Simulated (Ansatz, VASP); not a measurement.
# Cs6K22Na25F53 in two plane-wave programs

Aim: how closely do two programs agree when they are given the same cell, functional and k mesh? The structure shown is frame 22 of Ansatz's trajectory.

Calculated with Ansatz 0.2.0; plane waves, with VASP 6.6.1 beside it; single point at PBE.

**1. Set-up**

The cell holds 106 atoms: 22 K, 6 Cs, 25 Na and 53 F. Cell: a = 13.427 Å, b = 13.427 Å, c = 13.427 Å, α = 90.0°, β = 90.0°, γ = 90.0°.

**2. Ansatz: dynamics, PBE**

Ansatz runs on its default PAW (the set named soft_2) files.

One frame of this run of dynamics is then solved in both programs, so the motion causes no difference.

Input file input.yaml:

```yaml
crystal:
  lattice:
    - [13.42746, 0.0, 0.0]
    - [0.0, 13.42746, 0.0]
    - [0.0, 0.0, 13.42746]
  atoms:
    - { symbol: K, position: [0.68432, 0.5379, 0.63501] }
    - { symbol: K, position: [0.61419, 0.35082, 0.97445] }
    - { symbol: K, position: [0.34361, 0.15174, 0.77422] }
    - { symbol: K, position: [0.25, 0.58265, 0.94478] }
    - { symbol: K, position: [0.19744, 0.14189, 0.48816] }
    - { symbol: K, position: [0.12261, 0.29152, 0.2688] }
    - { symbol: K, position: [0.86306, 0.62078, 0.80168] }
    - { symbol: K, position: [0.07672, 0.90574, 0.41906] }
    - { symbol: K, position: [0.67514, 0.21434, 0.25413] }
    - { symbol: K, position: [0.88777, 0.16771, 0.7791] }
    - { symbol: K, position: [0.84556, 0.43334, 0.96732] }
    - { symbol: K, position: [0.03545, 0.0638, 0.1859] }
    - { symbol: K, position: [0.58702, 0.84789, 0.57263] }
    - { symbol: K, position: [0.34065, 0.83649, 0.67506] }
    - { symbol: K, position: [0.37536, 0.94164, 0.42162] }
    - { symbol: K, position: [0.08927, 0.12317, 0.94192] }
    - { symbol: K, position: [0.09804, 0.87068, 0.93029] }
    - { symbol: K, position: [0.29966, 0.08795, 0.16061] }
    - { symbol: K, position: [0.61862, 0.16566, 0.75886] }
    - { symbol: K, position: [0.47675, 0.43772, 0.7779] }
    - { symbol: K, position: [0.86837, 0.85377, 0.6369] }
    - { symbol: K, position: [0.33087, 0.92174, 0.98853] }
    - { symbol: Cs, position: [0.84805, 0.83185, 0.00265] }
    - { symbol: Cs, position: [0.88802, 0.36211, 0.28055] }
    - { symbol: Cs, position: [0.3315, 0.56608, 0.41656] }
    - { symbol: Cs, position: [0.42642, 0.66273, 0.0837] }
    - { symbol: Cs, position: [0.60873, 0.74141, 0.35205] }
    - { symbol: Cs, position: [0.71418, 0.61566, 0.12605] }
    - { symbol: Na, position: [0.41342, 0.27463, 0.56495] }
    - { symbol: Na, position: [0.5754, 0.65548, 0.87458] }
[... 70 atom lines left out ...]
    - { symbol: F, position: [0.51681, 0.52699, 0.96021] }
    - { symbol: F, position: [0.9158, 0.52834, 0.65148] }
    - { symbol: F, position: [0.92477, 0.64017, 0.32664] }
    - { symbol: F, position: [0.966, 0.24913, 0.12246] }
    - { symbol: F, position: [0.5019, 0.58735, 0.27376] }
    - { symbol: F, position: [0.23723, 0.98973, 0.81843] }
kpoints:
  mp_grid: { grid: [1, 1, 1] }
hamiltonian:
  xc: pbe
scf:
  occupations: { method: fixed }
output:
  forces: true
md:
  timestep: 1.0
  n_steps: 66
  ensemble: nvt_nose_hoover
  temperature: 400
  initial_velocities: maxwell_boltzmann
  seed: 1104
```

Started as:

```console
$ ansatz run input.yaml --threads 4 --pin off --max-ram 8192MiB --backend cpu --events-out ev --progress --plain --runs-dir out
```

Numbers of over 12 decimals in the logs are rounded to 6 here.

The program printed:

```text
Warning: md: disabling space-group detection — thermal motion breaks the input geometry's symmetry, so no spatial operation reduces the k-mesh or symmetrises the density; time reversal is kept, so that k and −k are solved as one point where they differ and the mesh holds both, and exact exchange and, on two spinor components, a DFT+U term hold to it where the run has them: on two components no moment then forms, and  [...]
Engine: ansatz 0.2.0, aarch64-unknown-linux-gnu
Pseudopotentials: kind: paw
Pseudopotential: K, paw, valence charge 9, recommended cutoff 420 eV (normal), K.paw.azcp
Pseudopotential: Cs, paw, valence charge 9, recommended cutoff 420 eV (normal), Cs.paw.azcp
Pseudopotential: Na, paw, valence charge 9, recommended cutoff 420 eV (normal), Na.paw.azcp
Pseudopotential: F, paw, valence charge 7, recommended cutoff 420 eV (normal), F.paw.azcp
Functional definition: PBE
  parameter kappa = 0.804
  parameter beta = 0.066725
  exchange = pbe_x(kappa = kappa, mu = beta*pi^2/3)
  correlation = pbe_c(beta = beta)
Crystal: 106 atoms, lattice volume = 2420.926 Å³
Basis set: ecut = 420 eV, 47257 PW (Γ), exchange–correlation on 180×180×180 points (8 copies of the dense FFT grid, shifted against one another)
Bands: 530, of which v1, the nominal top of the filled ones, is band 424 counted from 1 (423 counted from 0)
Symmetry: 1 space group operations
k-points: 1
Non-local potential: K, projectors of the file, l = 0: 3, l = 1: 2, l = 2: 2
Non-local potential: Cs, projectors of the file, l = 0: 3, l = 1: 2, l = 2: 2, l = 3: 2
Non-local potential: Na, projectors of the file, l = 0: 3, l = 1: 2, l = 2: 1
Non-local potential: F, projectors of the file, l = 0: 2, l = 1: 2, l = 2: 1
PAW form: soft (Blöchl's): semilocal exchange-correlation on the pseudo side does not see the compensation charge
PAW one-centre angular grid: K, 110 points (default); XC on 64 Gauss nodes
PAW one-centre angular grid: Cs, 194 points (default); XC on 64 Gauss nodes
PAW one-centre angular grid: Na, 110 points (default); XC on 64 Gauss nodes
PAW one-centre angular grid: F, 110 points (default); XC on 64 Gauss nodes
Initial density: superposition of atomic densities (neutral atoms: chi_scale 0, normalization atom), corrected by the library's trained network
Initial wavefunctions: pseudopotential atomic-orbital guess
Functional: x = pbe(κ = 0.804, μ = 0.219515), c = pbe(β = 0.066725)
SCF iter   1: F=—  HF=-147974.688724 eV  |F-HF|=—  |Δ(HF+E_count)|=         —  Δρ=1.15e-3  dr2=4.89e-2  ethr=1.77e-3  ⟨swp⟩=5.0  Hψ=1762  notcnv=0  defer=102
preconditioner: auto → Resta (q_TF=auto, 2.291 Å⁻¹)  ε∞=2.4  [insulator: Δε(μ)=3.482 eV  Ē_g=17.618 eV  n_scr=460 (ndim 8)  ℏωp=20.7 eV  f_vac=0.268  ε∞_Penn≈2.4]
SCF iter   2: F=—  HF=-147974.681467 eV  |F-HF|=—  |Δ(HF+E_count)|=   7.26e-3  Δρ=6.57e-4  dr2=1.35e-2  ethr=5.77e-6  ⟨swp⟩=2.0  Hψ=992  notcnv=0  defer=104
SCF iter   3: F=—  HF=-147974.681915 eV  |F-HF|=—  |Δ(HF+E_count)|=   4.48e-4  Δρ=2.95e-4  dr2=4.59e-3  ethr=1.59e-6  ⟨swp⟩=2.0  Hψ=720  notcnv=0  defer=104
SCF iter   4: F=—  HF=-147974.681800 eV  |F-HF|=—  |Δ(HF+E_count)|=   1.16e-4  Δρ=8.95e-5  dr2=2.39e-4  ethr=5.42e-7  ⟨swp⟩=2.0  Hψ=693  notcnv=0  defer=104
SCF iter   5: F=—  HF=-147974.681862 eV  |F-HF|=—  |Δ(HF+E_count)|=   6.20e-5  Δρ=5.65e-5  dr2=5.47e-5  ethr=2.82e-8  ⟨swp⟩=2.0  Hψ=811  notcnv=0  defer=104
SCF iter   6: F=—  HF=-147974.682541 eV  |F-HF|=—  |Δ(HF+E_count)|=   6.79e-4  Δρ=2.67e-5  dr2=1.19e-5  ethr=6.45e-9  ⟨swp⟩=2.0  Hψ=939  notcnv=0  defer=100
SCF iter   7: F=—  HF=-147974.682541 eV  |F-HF|=—  |Δ(HF+E_count)|=   2.39e-7  Δρ=5.25e-6  dr2=6.62e-7  ethr=1.40e-9  ⟨swp⟩=2.0  Hψ=729  notcnv=0  defer=100
SCF iter   8: F=—  HF=-147974.682542 eV  |F-HF|=—  |Δ(HF+E_count)|=   6.10e-7  Δρ=3.20e-6  dr2=1.75e-7  ethr=7.80e-11  ⟨swp⟩=2.0  Hψ=808  notcnv=0  defer=100
SCF iter   9: F=-147974.682542 eV  HF=-147974.682542 eV  |F-HF|=1.11e-9  |Δ(HF+E_count)|=   6.11e-9  Δρ=9.35e-7  dr2=1.64e-8  ethr=1.18e-11  ⟨swp⟩=4.0  Hψ=1349  notcnv=0
SCF 1 converged in 9 iterations: F = -147974.682542 eV  dr2 = 1.64e-8
  greatest PAW one-centre occupation: 0.999 electrons in one spin orbital (limit 2), on the Na atom at site 43 (counted from 0), in its partial waves of l = 0
md step     0: t =     0.00 fs  T =   400.0 K  F+E_penalty+E_count = -147974.68254188 eV  E_kin = 5.428920 eV  conserved = -147969.25362193 eV  (9 SCF iters)
[...]
md step    62: t =    62.00 fs  T =   587.8 K  F+E_penalty+E_count = -147977.84272294 eV  E_kin = 7.977167 eV  conserved = -147969.25441998 eV  (4 SCF iters)
md step    63: t =    63.00 fs  T =   584.8 K  F+E_penalty+E_count = -147977.83226456 eV  E_kin = 7.937415 eV  conserved = -147969.25441654 eV  (3 SCF iters)
md step    64: t =    64.00 fs  T =   581.6 K  F+E_penalty+E_count = -147977.81855842 eV  E_kin = 7.894119 eV  conserved = -147969.25440539 eV  (3 SCF iters)
md step    65: t =    65.00 fs  T =   578.2 K  F+E_penalty+E_count = -147977.80201335 eV  E_kin = 7.847755 eV  conserved = -147969.25438356 eV  (2 SCF iters)
[...]
md step    66: t =    66.00 fs  T =   574.6 K  F+E_penalty+E_count = -147977.78317968 eV  E_kin = 7.798939 eV  conserved = -147969.25435109 eV  (8 SCF iters)
SCF converged after 8 iterations
Free energy (F): -147977.783180 eV
Harris-Foulkes:  -147977.783180 eV  (|F-HF|=5.03e-9)
Internal energy: -147977.783180 eV  (E = F + TS)
E sigma→0 (E₀):  -147977.783180 eV
Fermi energy:    0.720050 eV
--- Per-component energies (eV) ---
  E_band       = -10724.521358
  E_kinetic    = 20425.497496
  E_local      = -92774.917954  (includes V_loc(G=0)·N_el)
  E_nonlocal   = 7219.918401
  E_hartree    = 35380.618719
  E_xc         = -9275.152011
  E_vxc        = -11122.728264  (∫ρ·V_xc dr)
  E_paw        = -64790.532563  (= ΣΔE_a)
  E_vpaw       = -5233.638174  (= ΣTr[D̂ρ^β])
  E_aug_tail   = 0.107816  (compensation charges beyond the density's cutoff)
  E_ewald      = -44163.323084
  E_smearing   = -0.000000  (= −TS)
  E_closure    = 0.000000  (closes the sum)
  Σ components = -147977.783180   (vs F -147977.783180, Δ=0.00e0)
--- Forces (eV/Å), atoms counted from 1 ---
  atom   1  K      0.26920319    -0.01360620    -0.43385203
  atom   2  K      0.22500450     0.30537046     0.22552903
  atom   3  K     -0.12338389    -0.11677744    -0.44419357
  atom   4  K      0.55484838     0.34065573     0.28539025
  atom   5  K     -0.14440876     0.07490684     0.38424743
  atom   6  K     -0.06332173     0.22316616     0.23895962
  atom   7  K     -0.01273035    -0.26997740    -0.21353337
  atom   8  K      0.50561058     0.01070622     0.41744185
  atom   9  K     -0.11341251    -0.05837182    -0.47389558
  atom  10  K      0.53000554     0.31473707    -0.04665509
  atom  11  K      0.14875455    -0.28282777     0.08316278
  atom  12  K     -0.37761726    -0.04122636     0.09602656
  atom  13  K     -0.08715535    -0.41382954    -0.12193501
  atom  14  K     -0.09002304    -0.09293980    -0.19734886
  atom  15  K     -0.15302447    -0.23722661     0.41831130
  atom  16  K     -0.21175581     0.29375845    -0.41107044
  atom  17  K     -0.18305094     0.54874924    -0.34123429
  atom  18  K      0.30370289    -0.21635350     0.09910090
  atom  19  K      0.09695740    -0.49429006     0.14556066
  atom  20  K     -0.16681755     0.14571306     0.15460647
  atom  21  K     -0.45064825     0.02737662    -0.30499368
  atom  22  K      0.32047877     0.37079084    -0.06360839
  atom  23  Cs    -0.22255682     0.07693215     0.00036026
  atom  24  Cs    -0.00325953     0.28187892     0.22039553
[...]
atom  99  F     -0.20651636     0.31728890    -0.32976146
  atom 100  F      0.35127747    -0.23179919    -0.15400675
  atom 101  F     -0.03070104    -0.09951850    -0.36024246
  atom 102  F     -0.34513050     0.52054547     0.55397947
  atom 103  F      0.18608341     0.53996616    -0.38506427
  atom 104  F     -0.17055604    -0.02860857     0.28244898
  atom 105  F     -0.01858446    -0.22476741     0.43017090
  atom 106  F      0.30459353     0.17560603     0.44086220
  max |Σ_I F_I| component: 2.97e-5 eV/Å
--- MD trajectory: 66 steps, t = 0.0 → 66.0 fs ---
  final state: T = 574.6 K   F+E_penalty+E_count = -147977.78317968 eV   E_kin = 7.798939 eV
  conserved energy: peak-to-peak 8.105e-4 eV (7.647e-6 eV/atom) over 66.0 fs
```

Reading the cycles: dr2 is the Hartree energy of the density residual (eV), the measure of convergence; HF is the Harris–Foulkes estimate of the energy, which meets the free energy F at convergence.

**3. VASP: single point, PBE**

The same cell, functional and mesh now go to VASP, with its own data sets.

Lines of VASP's logs that name or quote its potential files are left out, and so is its time.

Input file INCAR:

```
SYSTEM = Cs6K22Na25F53
PREC = Accurate
ENCUT = 520
EDIFF = 1E-06
NELM = 120
ISMEAR = 0
SIGMA = 0.01
LREAL = Auto
ALGO = Normal
GGA = PE
NBANDS = 480
LORBIT = 11
LWAVE = .FALSE.
LCHARG = .FALSE.
ISIF = 2
LASPH = .TRUE.
GGA_COMPAT = .FALSE.
EFERMI = MIDGAP
NCORE = 2
```

Input file POSCAR:

```
Cs6K22Na25F53
1.0
   13.4274600000      0.0000000000      0.0000000000
    0.0000000000     13.4274600000      0.0000000000
    0.0000000000      0.0000000000     13.4274600000
K Cs Na F
22 6 25 53
Direct
    0.6852896974      0.5308152100      0.6456545020
    0.6093110685      0.3521961711      0.9769606463
    0.3441231625      0.1463567942      0.7673752147
    0.2474183502      0.5831855019      0.9338698458
    0.2000154906      0.1420819723      0.4821760780
    0.1264945120      0.2944935230      0.2667965498
    0.8670589970      0.6241314441      0.8096467984
    0.0727241042      0.9045791237      0.4113957517
    0.6692256019      0.2145677589      0.2574127944
    0.8887756880      0.1616463575      0.7779654529
    0.8472190571      0.4268119212      0.9659310100
    0.0413183134      0.0671981149      0.1850908511
    0.5858367852      0.8489692019      0.5808619054
    0.3410771657      0.8409706676      0.6786391469
    0.3721552699      0.9373105561      0.4119766508
    0.0995795184      0.1232101976      0.9460314907
    0.0954461976      0.8655620646      0.9338698458
    0.2945456549      0.0910522169      0.1614750668
    0.6187097187      0.1693767846      0.7581701975
    0.4760096102      0.4287556991      0.7751726685
    0.8804420196      0.8450071719      0.6387954237
    0.3294442880      0.9155193909      0.9844080712
    0.8467796590      0.8370458746      0.0028300215
    0.8889693211      0.3606117613      0.2826521174
    0.3292878921      0.5652223131      0.4177186154
    0.4262086798      0.6684883068      0.0876264014
    0.6097206769      0.7390898949      0.3559422259
    0.7153847414      0.6142412638      0.1243571010
    0.4252703043      0.2765228867      0.5623625019
    0.5777786715      0.6585757843      0.8722126150
[... 70 atom lines left out ...]
    0.5030214203      0.5283501124      0.9700941206
    0.9106636698      0.5317908227      0.6545690697
    0.9099040325      0.6256730610      0.3289751003
    0.9730433008      0.2608088201      0.1231357234
    0.5061567862      0.5876688517      0.2630430476
    0.2266623769      0.9828068749      0.8068465667
```

Input file KPOINTS:

```
Automatic mesh
0
Gamma
1 1 1
0 0 0
```

The projector-augmented-wave data sets are K_sv, Cs_sv, Na_pv and F (PBE family, release 64).

Started as:

```console
$ mpirun -np 8 vasp_gam
```

The program printed:

```text
[banner, memory and clock lines left out]
running    8 mpi-ranks, on    1 nodes
[...]
LDA part: xc-table for (Slater+PW92), standard interpolation
 POSCAR, INCAR and KPOINTS ok, starting setup
[...]
entering main loop
       N       E                     dE             d eps       ncg     rms          rms(c)
DAV:   1     0.114490572541E+05    0.11449E+05   -0.43076E+05   960   0.180E+03
DAV:   2     0.135797164101E+04   -0.10091E+05   -0.96710E+04  1040   0.527E+02
DAV:   3    -0.360874665899E+03   -0.17188E+04   -0.16912E+04  1088   0.222E+02
DAV:   4    -0.490773550810E+03   -0.12990E+03   -0.12889E+03  1160   0.611E+01
[...]
DAV:  19    -0.421202334180E+03    0.13886E-04   -0.61313E-05  1200   0.195E-02    0.131E-02
DAV:  20    -0.421202333728E+03    0.45232E-06   -0.45451E-05  1336   0.169E-02    0.838E-03
DAV:  21    -0.421202333761E+03   -0.32698E-07   -0.88293E-06  1104   0.716E-03
   1 F= -.42120233E+03 E0= -.42120233E+03  d E =0.000000E+00
```

Parts of OUTCAR (step 3):

```text
  Total      -27.2209490    -29.2659560    -28.3564979      0.6970376      1.1500804      1.8698587
[...]
9.38340      3.95180      6.93030        -0.110762      0.459767      0.206225
      4.86600      3.86060     13.42366        -0.155153      0.174245      0.419830
      1.66290     12.78880      9.20890        -0.830011     -0.199724      0.247761
      0.89540      7.16400     11.87680         0.052315     -0.085432     -0.240638
      5.71360      0.92920      0.11370         0.271655      0.365888      0.153534
      5.92740      6.22170      7.87010        -0.648371      0.532640     -0.097730
      0.33630      3.34980      5.91800         0.028739     -0.232381      0.511858
     11.99280     12.78660      4.25510         0.714890     -0.069142      0.163911
     12.98390      0.40720      8.60650         0.212454     -0.015643     -0.201863
      2.97430      9.99520      0.55290        -0.331183     -0.035414     -0.042553
     10.29220      5.19120      1.72250        -0.644202      0.043210     -0.252665
      9.94340      2.95130     12.18950        -0.358343      0.463894     -0.037190
      9.88250     10.87250      2.95250         0.157112      0.144812     -0.385839
      3.65610      5.07140     12.02570        -0.577205      0.315785     -0.227757
[...]
-----------------------------------------------------------------------------------
    total drift:                               -0.012855      0.025860     -0.039680

  FREE ENERGIE OF THE ION-ELECTRON SYSTEM (eV)
  ---------------------------------------------------
  free  energy   TOTEN  =      -421.2023337607 eV

  energy  without entropy=     -421.2023337607  energy(sigma->0) =     -421.20233376

[... 2 further parts left out ...]
[key lines of the parts left out:]
E-fermi :  -0.5005
```

The run ends at a pressure of -1.87 GPa, with forces up to 1.1 eV/Å.

**4. Side by side**

Known differences besides the potentials themselves: fixed occupations in Ansatz, narrow Gaussian smearing in VASP; the data sets hold 848 valence electrons in Ansatz (on its default PAW (the set named soft_2) files) and 798 in VASP; the cutoff is 420 eV in Ansatz and 520 eV in VASP (PREC = Accurate, projectors in real space). Total energies have different zeros and are not compared.

Forces on 10 of the 106 atoms, those with the largest forces and the largest differences (eV/Å; atoms numbered as in POSCAR):

```tsv
atom	Ansatz x, y, z	VASP x, y, z
K6	0.635, 0.424, -0.222	0.631, 0.425, -0.225
K9	-0.229, 0.411, 0.067	-0.230, 0.442, 0.063
K21	-0.158, 0.068, 0.212	-0.186, 0.087, 0.218
Cs24	-0.117, 0.402, 0.320	-0.105, 0.412, 0.353
Cs25	0.630, -0.035, -0.622	0.631, -0.050, -0.639
Na34	-0.572, 0.448, -0.321	-0.578, 0.456, -0.335
Na49	-0.536, 0.033, 0.917	-0.543, 0.031, 0.942
Na53	-0.808, -0.201, 0.240	-0.830, -0.200, 0.248
F56	-0.648, 0.534, -0.090	-0.648, 0.533, -0.098
F86	0.402, -0.373, -0.778	0.419, -0.392, -0.793
```

The forces differ by 10 meV/Å r.m.s., which is 3.2 % of the r.m.s. force of 0.312 eV/Å (both taken over all components).

**5. Summary of results**

- r.m.s. force difference (single point, PBE): 3.2 % of the r.m.s. force

In words: The r.m.s. force difference is 3.2 % of the r.m.s. force (single point, PBE), beyond the 3 % picked in this series as the mark of a large difference. The data sets hold unlike numbers of valence electrons (848 in Ansatz and 798 in VASP), so part of the differences comes from the potentials. 2 further runs of this series are not shown here. Such differences can come from data sets, numerical settings and the points named under the comparisons, not from the functional's error against experiment.

[Lines on the potential files, build, host, timing and source positions are cut from VASP's logs without a mark.]

[Logs are printed without paths, hosts, clocks, repeated set-up lines and the standing remarks that a program may print on its own settings, such as how far it seeks lower states.]

[Hosts, paths, dates, database ids (printed as entryN), source tags and the programs' standing remarks are cut or masked in the printed files.]
